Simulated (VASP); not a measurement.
# A VASP study of BiB (PBE): structure first, properties next, part 2 of 4

Wanted: the relaxed cell of BiB and its properties. The cell is invented: it takes the structure of a Materials Project entry for YAl (space group 221 there), with all of its atoms replaced by other elements, volume scaled by an estimate. It may not be a known or stable phase.

VASP 6.6.1, plane waves and PAW; the level of theory is named at each step.

Still holding for the runs below: The k-mesh is coarse for a metal.

So far. Step 3 (Rough relaxation of the start cell): It ends with forces that vanish by symmetry and a pressure of 0.25 GPa.

The structure was built from a prototype and need not be the compound's stable phase.

### Step 4. Full relaxation (PBE)

Level of this step: PBE; plane waves and PAW (Bi_d, B); invented cell (VASP).

Properties are meant for the cell that this level of theory prefers, so cell and atoms are relaxed first (ISIF = 3) until forces and stress are small; EDIFFG sets the threshold.

Input file INCAR:

```
SYSTEM = BiB
PREC = Accurate
ENCUT = 420
EDIFF = 1E-06
NELM = 100
ISMEAR = -1
SIGMA = 0.05
LREAL = .FALSE.
ALGO = Normal
GGA = PE
NBANDS = 15
LORBIT = 11
LWAVE = .FALSE.
LCHARG = .FALSE.
IBRION = 2
NSW = 60
ISIF = 3
EDIFFG = -0.01
```

Input file POSCAR:

```
BiB
1.0
    3.3723349415      0.0000000000      0.0000000000
    0.0000000000      3.3723349415      0.0000000000
    0.0000000000      0.0000000000      3.3723349415
Bi B
1 1
Direct
    0.5000000000      0.5000000000      0.5000000000
    0.0000000000      0.0000000000      0.0000000000
```

Input file KPOINTS:

```
Automatic mesh
0
Gamma
7 7 7
0 0 0
```

Potentials, in the order of the species: Bi_d and B (PBE family, release 64).

Run with:

```
$ mpirun -np 1 vasp_std
```

The log of the run:

```text
[... set-up lines as in an earlier step ...]
 entering main loop
       N       E                     dE             d eps       ncg     rms          rms(c)
DAV:   1     0.116031288154E+03    0.11603E+03   -0.89368E+03   600   0.128E+03
DAV:   2    -0.614152255955E+00   -0.11665E+03   -0.11320E+03   656   0.323E+02
DAV:   3    -0.749794610346E+01   -0.68838E+01   -0.68291E+01   761   0.792E+01
DAV:   4    -0.764823767581E+01   -0.15029E+00   -0.15024E+00   746   0.126E+01
DAV:   5    -0.765334097093E+01   -0.51033E-02   -0.51029E-02   851   0.201E+00    0.195E+00
DAV:   6    -0.742875148191E+01    0.22459E+00   -0.65075E-01   802   0.550E+00    0.578E-01
DAV:   7    -0.742964084010E+01   -0.88936E-03   -0.61143E-02   754   0.130E+00    0.341E-01
DAV:   8    -0.742885642659E+01    0.78441E-03   -0.39754E-03   733   0.717E-01    0.578E-02
DAV:   9    -0.742865153754E+01    0.20489E-03   -0.68747E-04   844   0.225E-01    0.204E-02
DAV:  10    -0.742865557319E+01   -0.40356E-05   -0.68409E-05   727   0.681E-02    0.676E-03
DAV:  11    -0.742865518984E+01    0.38335E-06   -0.81015E-06   774   0.295E-02
   1 F= -.74286552E+01 E0= -.74209772E+01  d E =-.742866E+01
 curvature:   0.00 expect dE= 0.000E+00 dE for cont linesearch  0.000E+00
 trial: gam= 0.00000 g(F)=  0.000E+00 g(S)=  0.241E-02 ort = 0.000E+00 (trialstep = 0.100E+01)
 search vector abs. value=  0.241E-02
 bond charge predicted
       N       E                     dE             d eps       ncg     rms          rms(c)
DAV:   1    -0.746119008074E+01   -0.32535E-01   -0.81608E-01   747   0.147E+01    0.930E-01
DAV:   2    -0.743416866822E+01    0.27021E-01   -0.47958E-02   740   0.376E+00    0.383E-01
DAV:   3    -0.742944613816E+01    0.47225E-02   -0.18251E-02   897   0.211E+00    0.360E-02
DAV:   4    -0.742949101465E+01   -0.44876E-04   -0.27105E-04   649   0.145E-01    0.248E-02
DAV:   5    -0.742954612403E+01   -0.55109E-04   -0.15877E-04   698   0.142E-01    0.108E-02
DAV:   6    -0.742954312992E+01    0.29941E-05   -0.11073E-05   776   0.537E-02    0.393E-03
DAV:   7    -0.742954073125E+01    0.23987E-05   -0.35912E-06   656   0.105E-02    0.505E-04
DAV:   8    -0.742954082296E+01   -0.91706E-07   -0.78701E-08   363   0.244E-03
   2 F= -.74295408E+01 E0= -.74214423E+01  d E =-.885633E-03
 trial-energy change:   -0.000886  1 .order   -0.000929   -0.002410    0.000552
 step:   0.7996(harm=  0.8136)  dis= 0.00000  next Energy=    -7.429596 (dE=-0.941E-03)
 bond charge predicted
       N       E                     dE             d eps       ncg     rms          rms(c)
DAV:   1    -0.743086283974E+01   -0.13221E-02   -0.33282E-02   761   0.303E+00    0.186E-01
DAV:   2    -0.742978820183E+01    0.10746E-02   -0.19227E-03   740   0.747E-01    0.768E-02
DAV:   3    -0.742959579158E+01    0.19241E-03   -0.74908E-04   905   0.424E-01    0.729E-03
DAV:   4    -0.742959522257E+01    0.56901E-06   -0.10738E-05   649   0.285E-02    0.499E-03
DAV:   5    -0.742959388053E+01    0.13420E-05   -0.63511E-06   726   0.290E-02    0.227E-03
DAV:   6    -0.742959368833E+01    0.19220E-06   -0.42973E-07   412   0.113E-02
   3 F= -.74295937E+01 E0= -.74215749E+01  d E =-.938498E-03
 curvature:  -0.40 expect dE=-0.637E-06 dE for cont linesearch -0.637E-06
 trial: gam=-0.02492 g(F)=  0.122E-61 g(S)=  0.158E-05 ort = 0.616E-04 (trialstep = 0.960E+00)
 search vector abs. value=  0.113E-08
 reached required accuracy - stopping structural energy minimisation
```

Run time: 5.2 s. Hardware: 1 MPI rank of Intel Xeon 6975P-C (Granite Rapids), shared host; peak memory 0.14 GiB.

Parts of OUTCAR (step 4):

```text
  LATTYP: Found a simple cubic cell.
 ALAT       =     3.3723349415

The static configuration has the point symmetry O_h .

 Found     20 irreducible k-points:

   ENCUT  =  420.0 eV  30.87 Ry    5.56 a.u.   5.64  5.64  5.64*2*pi/ulx,y,z

   NELECT =      18.0000    total number of electrons

 E-fermi :   8.2323

 k-point     1 :       0.0000    0.0000    0.0000
  band No.  band energies     occupation
    ...
      6      -6.1145      2.00000
      7       5.3451      2.00000
      8       7.2491      2.00000
      9       7.2491      2.00000
     10       7.2491      2.00000
     11      13.6554      0.00000
     12      13.6554      0.00000
     13      15.6108      0.00000
     14      15.6108      0.00000
     15      15.6108      0.00000

 k-point     2 :       0.1429    0.0000    0.0000
  band No.  band energies     occupation
    ...
      6      -5.8611      2.00000
      7       3.9802      2.00000
      8       7.5358      2.00000
      9       7.5358      2.00000
     10       7.6570      1.99998
     11      13.8514      0.00000
     12      13.9608      0.00000
     13      15.0117      0.00000
     14      15.0117      0.00000
     15      15.9475      0.00000

  Total       -0.0046660     -0.0046660     -0.0046660      0.0000000      0.0000000      0.0000000
  in kB       -0.1969974     -0.1969974     -0.1969974      0.0000000      0.0000000      0.0000000
  external PRESSURE =      -0.1969974 kB  Pullay stress =       0.0000000 kB

  energy-cutoff  :      420.00
  volume of cell :       37.95
      direct lattice vectors                 reciprocal lattice vectors
     3.360465792 -0.000000000 -0.000000000     0.297577795  0.000000000  0.000000000
    -0.000000000  3.360465792 -0.000000000     0.000000000  0.297577795  0.000000000
     0.000000000 -0.000000000  3.360465792     0.000000000  0.000000000  0.297577795

 POSITION                                       TOTAL-FORCE (eV/Angst)
 -----------------------------------------------------------------------------------
      1.68023      1.68023      1.68023         0.000000      0.000000      0.000000
      0.00000      0.00000      0.00000        -0.000000     -0.000000      0.000000
 -----------------------------------------------------------------------------------
    total drift:                                0.000000     -0.000000     -0.000000

  FREE ENERGIE OF THE ION-ELECTRON SYSTEM (eV)
  ---------------------------------------------------
  free  energy   TOTEN  =        -7.4295936883 eV

  energy  without entropy=       -7.4135560119  energy(sigma->0) =       -7.42157485

 total charge
# of ion       s       p       d       tot
------------------------------------------
    1        1.568   1.198   9.959  12.726
    2        0.824   0.647   0.000   1.472
--------------------------------------------------
tot          2.393   1.845   9.959  14.197

[... 5 parts as in an earlier step ...]

[... 6 further parts left out ...]
```

CONTCAR:

```
BiB
   1.00000000000000
     3.3604657921584518   -0.0000000000000000   -0.0000000000000000
    -0.0000000000000000    3.3604657921584518   -0.0000000000000000
     0.0000000000000000   -0.0000000000000000    3.3604657921584518
  Bi              B
     1     1
Direct
     0.5000000000000000    0.5000000000000000    0.5000000000000000
     0.0000000000000000    0.0000000000000000    0.0000000000000000
```

Step by step:

```csv
step,energy less that of the first step (eV),largest force (eV/Å),pressure (GPa),volume (Å³)
1,0.0000,0.0000,-0.76,38.35
2,-0.0009,0.0000,0.18,37.85
3,-0.0009,0.0000,-0.02,37.95
```

```csv
"conventional cell, symmetrised",before,after,change
a (Å),3.372,3.360,-0.4 %
b (Å),3.372,3.360,-0.4 %
c (Å),3.372,3.360,-0.4 %
volume (Å³/atom),19.18,18.97,-1.1 %
```

Final coordinates:

```
Bi B
1.0
     3.36047    0.00000    0.00000
     0.00000    3.36047    0.00000
     0.00000    0.00000    3.36047
Bi B
1 1
Cartesian
  1.6802 1.6802 1.6802
  0.0000 0.0000 0.0000
```

Numbers from this step:

* irreducible k-points: 20
* free energy (TOTEN): -7.430 eV
* energy at zero smearing: -7.422 eV
* Fermi energy: 8.232 eV
* pressure: -0.01970 GPa
* SCF cycles over all ionic steps: 25

It ends with forces that vanish by symmetry and a pressure of -0.02 GPa.

### Step 5. Second relaxation

A relaxation keeps the plane waves of the cell it began with, so it is repeated from the new cell, on a basis made for it.

INCAR is that of step 4.

Input file POSCAR:

```
BiB
1.0
    3.3604657922      0.0000000000      0.0000000000
    0.0000000000      3.3604657922      0.0000000000
    0.0000000000      0.0000000000      3.3604657922
Bi B
1 1
Direct
    0.5000000000      0.5000000000      0.5000000000
    0.0000000000      0.0000000000      0.0000000000
```

KPOINTS is that of step 4.

Run with:

```
$ mpirun -np 1 vasp_std
```

The log of the run:

```text
[... set-up lines as in an earlier step ...]
 entering main loop
       N       E                     dE             d eps       ncg     rms          rms(c)
DAV:   1     0.117922567563E+03    0.11792E+03   -0.89448E+03   600   0.126E+03
DAV:   2    -0.553924540217E+00   -0.11848E+03   -0.11524E+03   642   0.320E+02
DAV:   3    -0.750482820215E+01   -0.69509E+01   -0.69081E+01   796   0.781E+01
DAV:   4    -0.765462462187E+01   -0.14980E+00   -0.14978E+00   718   0.124E+01
DAV:   5    -0.765901200906E+01   -0.43874E-02   -0.43873E-02   850   0.177E+00    0.198E+00
DAV:   6    -0.742978527970E+01    0.22923E+00   -0.65866E-01   813   0.558E+00    0.582E-01
DAV:   7    -0.743054513214E+01   -0.75985E-03   -0.62564E-02   747   0.132E+00    0.342E-01
DAV:   8    -0.742971063838E+01    0.83449E-03   -0.40260E-03   719   0.728E-01    0.583E-02
DAV:   9    -0.742950207951E+01    0.20856E-03   -0.68954E-04   784   0.228E-01    0.208E-02
DAV:  10    -0.742950601763E+01   -0.39381E-05   -0.75126E-05   747   0.729E-02    0.695E-03
DAV:  11    -0.742950561456E+01    0.40307E-06   -0.86599E-06   768   0.304E-02
   1 F= -.74295056E+01 E0= -.74214871E+01  d E =-.742951E+01
 curvature:   0.00 expect dE= 0.000E+00 dE for cont linesearch  0.000E+00
 trial: gam= 0.00000 g(F)=  0.000E+00 g(S)=  0.789E-05 ort = 0.000E+00 (trialstep = 0.100E+01)
 search vector abs. value=  0.789E-05
 reached required accuracy - stopping structural energy minimisation
```

Wall time 2.6 s (1 MPI rank); peak memory 0.13 GiB.

OUTCAR, selected parts (step 5):

```text
   ENCUT  =  420.0 eV  30.87 Ry    5.56 a.u.   5.62  5.62  5.62*2*pi/ulx,y,z

   NELECT =      18.0000    total number of electrons

 E-fermi :   8.2323

 k-point     1 :       0.0000    0.0000    0.0000
  band No.  band energies     occupation
    ...
      6      -6.1142      2.00000
      7       5.3451      2.00000
      8       7.2492      2.00000
      9       7.2492      2.00000
     10       7.2492      2.00000
     11      13.6555      0.00000
     12      13.6555      0.00000
     13      15.6109      0.00000
     14      15.6109      0.00000
     15      15.6109      0.00000

  Total       -0.0104398     -0.0104398     -0.0104398     -0.0000000      0.0000000     -0.0000000
  in kB       -0.4407610     -0.4407610     -0.4407610     -0.0000000      0.0000000     -0.0000000
  external PRESSURE =      -0.4407610 kB  Pullay stress =       0.0000000 kB

 POSITION                                       TOTAL-FORCE (eV/Angst)
 -----------------------------------------------------------------------------------
      1.68023      1.68023      1.68023         0.000000      0.000000      0.000000
      0.00000      0.00000      0.00000         0.000000      0.000000      0.000000
 -----------------------------------------------------------------------------------
    total drift:                                0.000000     -0.000000     -0.000000

  FREE ENERGIE OF THE ION-ELECTRON SYSTEM (eV)
  ---------------------------------------------------
  free  energy   TOTEN  =        -7.4295056146 eV

  energy  without entropy=       -7.4134685073  energy(sigma->0) =       -7.42148706

[... 6 parts as in an earlier step ...]

[... 11 further parts left out ...]
```

Little changed from the start: no atom moved by 0.005 Å and no cell edge by 0.1 %.

This step gave:

| Property | Result |
| --- | --- |
| energy at zero smearing | -7.421 eV |
| pressure | -0.04408 GPa |
| SCF cycles over all ionic steps | 11 |

It ends with forces that vanish by symmetry and a pressure of -0.04 GPa. The volume moved by under 0.01 %: the run met its threshold at the first step.

### Step 6. Density, ELF and potential (PBE)

A single point on the relaxed cell gives a clean self-consistent state, with density, ELF and potential written out.

INCAR, as its differences from that of step 5:

```diff
@@ -13,6 +13,5 @@
 LWAVE = .FALSE.
-LCHARG = .FALSE.
-IBRION = 2
-NSW = 60
-ISIF = 3
-EDIFFG = -0.01
+LCHARG = .TRUE.
+ISIF = 2
+LELF = .TRUE.
+LVHAR = .TRUE.
```

POSCAR is that of step 5.

KPOINTS is that of step 5.

Run with:

```
$ mpirun -np 1 vasp_std
```

The log of the run:

```text
[... set-up lines as in an earlier step ...]
 entering main loop
       N       E                     dE             d eps       ncg     rms          rms(c)
[... 11 cycles as in an earlier step ...]
   1 F= -.74295056E+01 E0= -.74214871E+01  d E =-.160371E-01
```

It took 2.8 s on 1 MPI rank; peak memory 0.13 GiB.

OUTCAR, selected parts (step 6):

```text
   NELECT =      18.0000    total number of electrons

 E-fermi :   8.2323

[... 20 parts as in an earlier step ...]

[... 2 further parts left out ...]
```

Numbers from this step:

* SCF cycles: 11

Valence electrons inside each PAW sphere by angular momentum. Sphere charges, by row:

```csv
atom,s (e),p (e),d (e),tot (e)
Bi1,1.568,1.198,9.959,12.73
B2,0.824,0.647,0,1.472
```

Valence density in the ac plane at fractional y = 0.000, with atoms of B within 0.2 Å of it. It is the smooth field of the valence electrons, not physical close to the nuclei.

Values in e/Å³, 14 rows by 14 columns, each cell a mean:
```
0.40 0.51 0.54 0.41 0.25 0.15 0.11 0.10 0.11 0.17 0.28 0.44 0.55 0.49
0.55 0.55 0.48 0.35 0.22 0.14 0.11 0.10 0.11 0.16 0.24 0.37 0.49 0.55
0.46 0.43 0.35 0.26 0.19 0.14 0.11 0.11 0.12 0.15 0.20 0.28 0.37 0.44
0.29 0.27 0.24 0.19 0.16 0.13 0.12 0.12 0.12 0.14 0.16 0.20 0.24 0.28
0.17 0.17 0.16 0.14 0.13 0.13 0.13 0.13 0.13 0.13 0.14 0.15 0.16 0.17
0.11 0.11 0.11 0.12 0.12 0.13 0.14 0.14 0.14 0.13 0.12 0.12 0.11 0.11
0.09 0.10 0.10 0.11 0.12 0.13 0.14 0.15 0.14 0.13 0.12 0.11 0.10 0.10
0.11 0.11 0.11 0.11 0.12 0.13 0.14 0.14 0.14 0.13 0.12 0.11 0.11 0.11
0.15 0.15 0.14 0.14 0.13 0.13 0.13 0.13 0.13 0.13 0.13 0.14 0.14 0.15
0.26 0.25 0.22 0.18 0.15 0.13 0.12 0.12 0.12 0.13 0.16 0.19 0.22 0.25
0.43 0.40 0.33 0.25 0.18 0.14 0.11 0.11 0.12 0.14 0.19 0.26 0.35 0.41
0.55 0.53 0.46 0.33 0.22 0.14 0.11 0.10 0.11 0.16 0.24 0.35 0.48 0.54
0.43 0.52 0.53 0.40 0.25 0.15 0.11 0.10 0.11 0.17 0.27 0.43 0.55 0.51
0.26 0.43 0.55 0.43 0.26 0.15 0.11 0.09 0.11 0.17 0.29 0.46 0.55 0.40
```
Columns run along a (3.4 Å), rows up along c (3.4 Å). Atoms in or near the plane, at fractional coordinates: B at (0.00, 0.00).

Electrostatic potential energy in the ac plane at fractional y = 0.000, with atoms of B within 0.2 Å of it. With pseudopotentials it is smooth inside the atoms' cores, unlike the true potential.

Ten even steps from '_' (-31 eV) to '@' (3 eV):
```
@@++__::##%%@@@@@@@@@@@@%%##::__++
______++%%@@@@@@@@@@@@@@@@%%++____
..::++##%%@@@@@@@@@@@@@@@@%%##++::
**##%%%%@@@@@@@@@@@@@@@@@@@@%%%%##
%%%%@@@@@@@@@@@@@@@@@@@@@@@@@@@@%%
@@@@@@@@@@@@@@@@@@@@@@@@@@@@@@@@@@
@@@@@@@@@@@@@@@@@@@@@@@@@@@@@@@@@@
@@@@@@@@@@@@@@@@@@@@@@@@@@@@@@@@@@
@@@@@@@@@@@@@@@@@@@@@@@@@@@@@@@@@@
@@@@@@@@@@@@@@@@@@@@@@@@@@@@@@@@@@
@@@@@@@@@@@@@@@@@@@@@@@@@@@@@@@@@@
%%%%@@@@@@@@@@@@@@@@@@@@@@@@@@@@%%
**##%%%%@@@@@@@@@@@@@@@@@@@@%%%%##
..::++##%%@@@@@@@@@@@@@@@@%%##++::
______++%%@@@@@@@@@@@@@@@@%%++____
@@++__::##%%@@@@@@@@@@@@%%##::__++
@@@@__..**%%@@@@@@@@@@@@%%**..__@@
```
Columns run along a (3.4 Å; values clipped at the 3rd and 97th percentile), rows up along c (3.4 Å). Atoms in or near the plane, at fractional coordinates: B at (0.00, 0.00).

ELF in the ac plane at fractional y = 0.000, with atoms of B within 0.2 Å of it. It is the smooth field of the valence electrons, not physical close to the nuclei.

Ten even steps from '_' (0.05) to '@' (0.79):
```
__::**@@@@%%++::....::++%%@@@@**::
++**%%@@@@##==::....::==##@@@@%%**
%%@@@@@@%%**--::....::--**%%@@@@@@
@@@@@@%%##==--........--==##%%@@@@
%%%%##**==--::........::--==**##%%
++++==----::............::----==++
::::::::....................::::::
..................................
..................................
::::::::....................::::::
++++==----::............::----==++
%%%%##**==--::........::--==**##%%
@@@@@@%%##==--........--==##%%@@@@
%%@@@@@@%%**--::....::--**%%@@@@@@
++**%%@@@@##==::....::==##@@@@%%**
__::**@@@@%%++::....::++%%@@@@**::
____++%%@@%%++::....::++%%@@%%++__
```
Columns run along a (3.4 Å), rows up along c (3.4 Å). Atoms in or near the plane, at fractional coordinates: B at (0.00, 0.00).

In this run the pressure is -0.04 GPa, small enough to go on; single stress components reach 0.04 GPa.

(Continued in part 3 of 4.)

[Lines on the potential files, build, host, timing and source positions are cut from VASP's logs without a mark.]

[Logs are printed without paths, hosts, clocks, repeated set-up lines and the standing remarks that a program may print on its own settings, such as how far it seeks lower states.]

[Hosts, paths, dates, database ids (printed as entryN), source tags and the programs' standing remarks are cut or masked in the printed files.]

[A measured line is paired with the nearest computed mode of its activity, which favours agreement.]

[In band tables of VASP the shares of atoms and orbitals are scaled to a sum of 1 inside the atoms' spheres.]
